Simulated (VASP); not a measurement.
# LiF (Griceite): the band gap, functional by functional, part 2 of 2

How does the band gap of LiF (Griceite) depend on the functional? The starting structure is a measured crystal structure from the Crystallography Open Database. Cell and atoms stay as given. Meshes and data sets differ where the inputs say so.

VASP 6.6.1.

Results so far: LDA 8.832 eV; PBE 9.088 eV; r2SCAN 10.271 eV; TB-mBJ 12.553 eV.

### 6. Bands with HSE06

Level of this step: HSE06; plane waves and PAW (F, Li_sv) (VASP).

HSE06 mixes in a quarter of exact exchange at short range, at far higher cost; in semiconductors this cures much of the gap error, while metals seldom gain. This run uses a 6×6×6 mesh. Its starting orbitals come from a semilocal run on the same mesh, not shown.

Contents of INCAR:

```
SYSTEM = LiF
PREC = Accurate
ENCUT = 580
EDIFF = 1E-06
NELM = 100
ISMEAR = 0
SIGMA = 0.03
LREAL = .FALSE.
ALGO = Normal
LHFCALC = .TRUE.
AEXX = 0.25
GGA = PE
HFSCREEN = 0.2
LASPH = .TRUE.
NBANDS = 11
PRECFOCK = Fast
LORBIT = 11
LWAVE = .FALSE.
LCHARG = .FALSE.
KPAR = 4
```

Contents of POSCAR:

```
LiF
1.0
    0.0000000000      2.0140000000      2.0140000000
    2.0140000000      0.0000000000      2.0140000000
    2.0140000000      2.0140000000      0.0000000000
F Li
1 1
Direct
    0.5000000000      0.5000000000      0.5000000000
    0.0000000000      0.0000000000      0.0000000000
```

Contents of KPOINTS:

```
Automatic mesh
0
Gamma
6 6 6
0 0 0
```

Contents of KPOINTS_OPT:

```
Line mode
10
Line-mode
Reciprocal
  0.00000000   0.00000000   0.00000000 GAMMA
  0.50000000   0.00000000   0.50000000 X

  0.50000000   0.00000000   0.50000000 X
  0.50000000   0.25000000   0.75000000 W

  0.50000000   0.25000000   0.75000000 W
  0.37500000   0.37500000   0.75000000 K

  0.37500000   0.37500000   0.75000000 K
  0.00000000   0.00000000   0.00000000 GAMMA

  0.00000000   0.00000000   0.00000000 GAMMA
  0.50000000   0.50000000   0.50000000 L

  0.50000000   0.50000000   0.50000000 L
  0.62500000   0.25000000   0.62500000 U

  0.62500000   0.25000000   0.62500000 U
  0.50000000   0.25000000   0.75000000 W

  0.50000000   0.25000000   0.75000000 W
  0.50000000   0.50000000   0.50000000 L

  0.50000000   0.50000000   0.50000000 L
  0.37500000   0.37500000   0.75000000 K

  0.62500000   0.25000000   0.62500000 U
  0.50000000   0.00000000   0.50000000 X
```

Potentials, in the order of the species: F and Li_sv (PBE family, release 64).

Started as:

```bash
mpirun -np 4 vasp_std
```

Numbers of over 12 decimals in the logs are rounded to 6 here.

The program printed:

```text
[banner, memory and clock lines left out]
running    4 mpi-ranks, on    1 nodes
[...]
LDA part: xc-table for (Slater+PW92), standard interpolation
 found WAVECAR, reading the header
 POSCAR, INCAR and KPOINTS ok, starting setup
[...]
reading WAVECAR
 the WAVECAR file was read successfully
 initial charge from wavefunction
 entering main loop
       N       E                     dE             d eps       ncg     rms          rms(c)
DAV:   1    -0.114294009215E+02   -0.11429E+02   -0.12503E+00   488   0.795E+00    0.108E+00
DAV:   2    -0.114088666518E+02    0.20534E-01   -0.59068E-02   376   0.240E+00    0.411E-01
DAV:   3    -0.114066872999E+02    0.21794E-02   -0.19397E-02   391   0.106E+00    0.261E-01
DAV:   4    -0.114063149281E+02    0.37237E-03   -0.43540E-04   449   0.195E-01    0.161E-01
DAV:   5    -0.114060583945E+02    0.25653E-03   -0.33605E-04   464   0.179E-01    0.792E-02
DAV:   6    -0.114060062749E+02    0.52120E-04   -0.50183E-05   486   0.763E-02    0.430E-02
DAV:   7    -0.114059898927E+02    0.16382E-04   -0.11493E-05   445   0.334E-02    0.255E-02
DAV:   8    -0.114059859077E+02    0.39851E-05   -0.45216E-06   468   0.207E-02    0.155E-02
DAV:   9    -0.114059852026E+02    0.70506E-06   -0.11889E-06   422   0.124E-02
   1 F= -.11405985E+02 E0= -.11405985E+02  d E =-.194782E-14
 Start KPOINTS_OPT (optional k-point list driver)
k-point batch [1-16\100]
       N       E                     dE             ncg
DAV:   1    -0.172446817992E+04   -0.78235E+04      360
DAV:   2    -0.257074370172E+04   -0.84628E+03      403
DAV:   3    -0.260218233130E+04   -0.31439E+02      469
DAV:   4    -0.260256739803E+04   -0.38507E+00      456
DAV:   5    -0.260256999047E+04   -0.25924E-02      511
DAV:   6    -0.260257001615E+04   -0.25678E-04      483
DAV:   7    -0.260257001650E+04   -0.35256E-06      469
[...]
k-point batch [97-100\100]
       N       E                     dE             ncg
DAV:   1     0.607277797733E+04   -0.26552E+04       96
DAV:   2     0.588920557550E+04   -0.18357E+03      103
DAV:   3     0.588461704990E+04   -0.45885E+01      125
DAV:   4     0.588458689148E+04   -0.30158E-01      109
DAV:   5     0.588458678050E+04   -0.11098E-03      141
DAV:   6     0.588458678026E+04   -0.23890E-06      111
```

Run time: 3.3 min. Hardware: 4 MPI ranks of AMD EPYC 9R45, shared host; peak memory 0.98 GiB.

Parts of OUTCAR (step 6):

```text
 POSITION                                       TOTAL-FORCE (eV/Angst)
 -----------------------------------------------------------------------------------
      2.01400      2.01400      2.01400         0.000000      0.000000      0.000000
      0.00000      0.00000      0.00000        -0.000000     -0.000000     -0.000000
 -----------------------------------------------------------------------------------
    total drift:                                0.000000      0.000000     -0.000000

  FREE ENERGIE OF THE ION-ELECTRON SYSTEM (eV)
  ---------------------------------------------------
  free  energy   TOTEN  =       -11.4059852026 eV

  energy  without entropy=      -11.4059852026  energy(sigma->0) =      -11.40598520

[... 1 part as in an earlier step ...]

[... 2 further parts left out ...]
[key lines of the parts left out:]
E-fermi :  -2.5980
```

HSE06 gives a direct gap of 11.411 eV. The least gap is +2.578 eV from that of LDA, on another mesh, which alone can move a gap by some hundredths of an eV.

### 7. Bands with PBE0

PBE0 keeps a quarter of exact exchange at all ranges; it tends to overshoot small gaps. This run uses a 6×6×6 mesh. It starts from the orbitals of an earlier run, not shown.

Changes to INCAR since step 6:

```diff
@@ -12,3 +12,2 @@
 GGA = PE
-HFSCREEN = 0.2
 LASPH = .TRUE.
@@ -16,2 +15,3 @@
 PRECFOCK = Fast
+HFRCUT = -1
 LORBIT = 11
```

POSCAR is that of step 6.

KPOINTS is that of step 6.

KPOINTS_OPT is that of step 6.

Started as:

```bash
mpirun -np 4 vasp_std
```

The program printed:

```text
[banner, memory and clock lines left out]
running    4 mpi-ranks, on    1 nodes
[...]
LDA part: xc-table for (Slater+PW92), standard interpolation
 found WAVECAR, reading the header
 POSCAR, INCAR and KPOINTS ok, starting setup
[...]
HFRCUT set to (new)   9.444765
 reading WAVECAR
 the WAVECAR file was read successfully
 initial charge from wavefunction
 entering main loop
       N       E                     dE             d eps       ncg     rms          rms(c)
DAV:   1    -0.119310306831E+02   -0.11931E+02   -0.11807E+00   488   0.782E+00    0.104E+00
DAV:   2    -0.119148566305E+02    0.16174E-01   -0.48422E-02   376   0.228E+00    0.423E-01
DAV:   3    -0.119119818434E+02    0.28748E-02   -0.20788E-02   394   0.112E+00    0.251E-01
DAV:   4    -0.119117688451E+02    0.21300E-03   -0.67579E-04   481   0.214E-01    0.163E-01
DAV:   5    -0.119114971648E+02    0.27168E-03   -0.32854E-04   464   0.176E-01    0.799E-02
DAV:   6    -0.119114468254E+02    0.50339E-04   -0.70372E-05   526   0.860E-02    0.419E-02
DAV:   7    -0.119114312791E+02    0.15546E-04   -0.88598E-06   453   0.302E-02    0.247E-02
DAV:   8    -0.119114272280E+02    0.40511E-05   -0.47816E-06   474   0.199E-02    0.151E-02
DAV:   9    -0.119114265648E+02    0.66315E-06   -0.12302E-06   416   0.120E-02
   1 F= -.11911427E+02 E0= -.11911427E+02  d E =-.423849E-37
 Start KPOINTS_OPT (optional k-point list driver)
k-point batch [1-16\100]
       N       E                     dE             ncg
DAV:   1    -0.178396693326E+04   -0.78830E+04      360
DAV:   2    -0.263678985496E+04   -0.85282E+03      403
DAV:   3    -0.266795389636E+04   -0.31164E+02      469
DAV:   4    -0.266833700501E+04   -0.38311E+00      456
DAV:   5    -0.266833960382E+04   -0.25988E-02      511
DAV:   6    -0.266833962957E+04   -0.25755E-04      483
DAV:   7    -0.266833962992E+04   -0.34588E-06      461
[...]
k-point batch [97-100\100]
       N       E                     dE             ncg
DAV:   1     0.605731567122E+04   -0.26707E+04       96
DAV:   2     0.587265997060E+04   -0.18466E+03      103
DAV:   3     0.586810610159E+04   -0.45539E+01      125
DAV:   4     0.586807639450E+04   -0.29707E-01      109
DAV:   5     0.586807628571E+04   -0.10879E-03      141
DAV:   6     0.586807628547E+04   -0.24024E-06      111
```

It took 3 min on 4 MPI ranks; peak memory 0.62 GiB; 12 min of CPU time.

From OUTCAR (step 7):

```text
  FREE ENERGIE OF THE ION-ELECTRON SYSTEM (eV)
  ---------------------------------------------------
  free  energy   TOTEN  =       -11.9114265648 eV

  energy  without entropy=      -11.9114265648  energy(sigma->0) =      -11.91142656

[... 3 parts as in an earlier step ...]

[... 1 further part left out ...]
[key lines of the parts left out:]
E-fermi :  -2.8899
```

PBE0 gives a direct gap of 12.144 eV. The least gap is +3.312 eV from that of LDA, on another mesh, which alone can move a gap by some hundredths of an eV.

### 8. Bands with r2SCAN-EpsX

Here the share of exact exchange is set to the inverse of the computed dielectric constant, since screening weakens exchange. This run uses a 6×6×6 mesh. It starts from the orbitals of an earlier run, not shown.

Changes to INCAR since step 7:

```diff
@@ -10,4 +10,4 @@
 LHFCALC = .TRUE.
-AEXX = 0.25
-GGA = PE
+AEXX = 0.479
+METAGGA = R2SCAN
 LASPH = .TRUE.
```

POSCAR is that of step 7.

KPOINTS is that of step 7.

KPOINTS_OPT is that of step 7.

Started as:

```bash
mpirun -np 4 vasp_std
```

The program printed:

```text
[banner, memory and clock lines left out]
running    4 mpi-ranks, on    1 nodes
[...]
[... a notice as in an earlier step ...]

 LDA part: xc-table for (None), standard interpolation
 found WAVECAR, reading the header
 POSCAR, INCAR and KPOINTS ok, starting setup
[...]
HFRCUT set to (new)   9.444765
 reading WAVECAR
 the WAVECAR file was read successfully
 initial charge from wavefunction
 entering main loop
       N       E                     dE             d eps       ncg     rms          rms(c)
DAV:   1    -0.152100268570E+02   -0.15210E+02   -0.22891E+00   352   0.119E+01    0.114E+00
DAV:   2    -0.152260405587E+02   -0.16014E-01   -0.98120E-02   376   0.325E+00    0.686E-01
DAV:   3    -0.152144536981E+02    0.11587E-01   -0.44189E-02   373   0.191E+00    0.326E-01
DAV:   4    -0.152154194158E+02   -0.96572E-03   -0.93910E-03   376   0.730E-01    0.262E-01
[...]
DAV:  11    -0.152148772387E+02    0.17506E-05   -0.57516E-07   386   0.951E-03    0.495E-03
DAV:  12    -0.152148759509E+02    0.12878E-05   -0.21978E-07   386   0.642E-03    0.280E-03
DAV:  13    -0.152148750649E+02    0.88597E-06   -0.85302E-08   387   0.396E-03
   1 F= -.15214875E+02 E0= -.15214875E+02  d E =-.386207E-16
 Start KPOINTS_OPT (optional k-point list driver)
k-point batch [1-16\100]
       N       E                     dE             ncg
DAV:   1    -0.215554954116E+04   -0.82546E+04      360
DAV:   2    -0.312940084233E+04   -0.97385E+03      403
DAV:   3    -0.316671818368E+04   -0.37317E+02      464
DAV:   4    -0.316723255317E+04   -0.51437E+00      451
DAV:   5    -0.316723546839E+04   -0.29152E-02      521
DAV:   6    -0.316723548151E+04   -0.13113E-04      488
DAV:   7    -0.316723548156E+04   -0.58851E-07      469
[...]
k-point batch [97-100\100]
       N       E                     dE             ncg
DAV:   1     0.596173946293E+04   -0.27663E+04       96
DAV:   2     0.574863306559E+04   -0.21311E+03      106
DAV:   3     0.574287592055E+04   -0.57571E+01      122
DAV:   4     0.574282996603E+04   -0.45955E-01      114
DAV:   5     0.574282981716E+04   -0.14887E-03      125
DAV:   6     0.574282981664E+04   -0.52544E-06      116
```

The job ended after 3.4 min (4 MPI ranks; peak memory 0.62 GiB).

OUTCAR, selected parts (step 8):

```text
 POSITION                                       TOTAL-FORCE (eV/Angst)
 -----------------------------------------------------------------------------------
      2.01400      2.01400      2.01400         0.000000      0.000000      0.000000
      0.00000      0.00000      0.00000        -0.000000     -0.000000     -0.000000
 -----------------------------------------------------------------------------------
    total drift:                                0.000000      0.000000      0.000000

  FREE ENERGIE OF THE ION-ELECTRON SYSTEM (eV)
  ---------------------------------------------------
  free  energy   TOTEN  =       -15.2148750649 eV

  energy  without entropy=      -15.2148750649  energy(sigma->0) =      -15.21487506

[... 2 parts as in an earlier step ...]

[... 1 further part left out ...]
[key lines of the parts left out:]
E-fermi :  -5.2368
```

r2SCAN-EpsX gives a direct gap of 15.357 eV. The least gap is +6.524 eV from that of LDA, on another mesh, which alone can move a gap by some hundredths of an eV.

### 9. The runs compared

```
      level  gap (eV)  least direct gap (eV)      mesh  core minutes
        LDA     8.832                  8.834  10×10×10         0.373
        PBE     9.088                  9.088  10×10×10         0.413
     r2SCAN    10.271                 10.272  10×10×10          1.73
     TB-mBJ    12.553                 12.553  10×10×10          1.24
      HSE06    11.411                 11.412     6×6×6          13.3
       PBE0    12.144                 12.145     6×6×6          12.1
r2SCAN-EpsX    15.357                 15.357     6×6×6          13.5
```

Core minutes are wall time times ranks of the run shown, on a shared host.

### 10. What came out

* gap, LDA: 8.832 eV
* gap, PBE: 9.088 eV
* gap, r2SCAN: 10.271 eV
* gap, TB-mBJ: 12.553 eV
* gap, HSE06: 11.411 eV
* gap, PBE0: 12.144 eV
* gap, r2SCAN-EpsX: 15.357 eV

**Reading.** Without spin-orbit coupling the gap of LiF (Griceite) runs from 8.832 eV (LDA) to 15.357 eV (r2SCAN-EpsX). HSE06 gives +2.32 eV from PBE, on another mesh, which alone can move a gap by some hundredths of an eV. TB-mBJ lies +1.14 eV from HSE06, on another mesh, which alone can move a gap by some hundredths of an eV. These are gaps between Kohn-Sham or generalised Kohn-Sham levels of a static lattice, without excitons or temperature. Further runs on this material are not shown.

[Lines on the potential files, build, host, timing and source positions are cut from VASP's logs without a mark.]

[Logs are printed without paths, hosts, clocks, repeated set-up lines and the standing remarks that a program may print on its own settings, such as how far it seeks lower states.]

[Hosts, paths, dates, database ids (printed as entryN), source tags and the programs' standing remarks are cut or masked in the printed files.]
